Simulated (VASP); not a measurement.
Given:

```xyz
3
Lattice="2.1206 -3.6730 0.0000 2.1206 3.6730 0.0000 0.0000 0.0000 6.8895" Properties=species:S:1:pos:R:3 pbc="T T T"
Cd     0.0000     0.0000     6.8895
I      2.1206     1.2243     1.7350
I      2.1206    -1.2243     5.1545
```

The numbers are results of PBE GGA with D3 dispersion (Becke-Johnson damping), VASP's PBE PAW potentials (set 64) (plane waves; VASP), not measurements. Settings: 520 eV cut-off, Gaussian smearing of 0.050 eV, potentials Cd I.

Unless said otherwise, spin-orbit coupling is left out, though it shifts the bands of the heavy elements here.

**Question.** Give the energies of bands 8 to 16 at the high-symmetry points, in eV from the valence-band maximum.

**Answer.** 
```csv
band,Γ,M,K,A,L,H
8,-3.77,-3.80,-3.78,-3.01,-3.91,-3.62
9,-0.28,-2.73,-2.14,-1.64,-3.18,-2.64
10,-0.28,-2.01,-2.14,-0.41,-1.27,-2.64
11,-0.16,-1.49,-1.93,-0.41,-1.22,-2.29
12,-0.15,-0.74,-1.13,0.00,-0.52,-0.29
13,-0.15,-0.14,-1.13,0.00,-0.47,-0.29
14,2.43,2.64,2.61,3.59,2.32,3.39
15,4.49,4.98,6.92,4.52,4.89,5.46
16,6.36,5.90,6.92,6.16,5.78,5.46
```

The gap is indirect, 2.32 eV, from the valence maximum at A to the conduction minimum at L-M at 0.11.

The compound is CdI2 in the 1T layered structure. It was relaxed first.
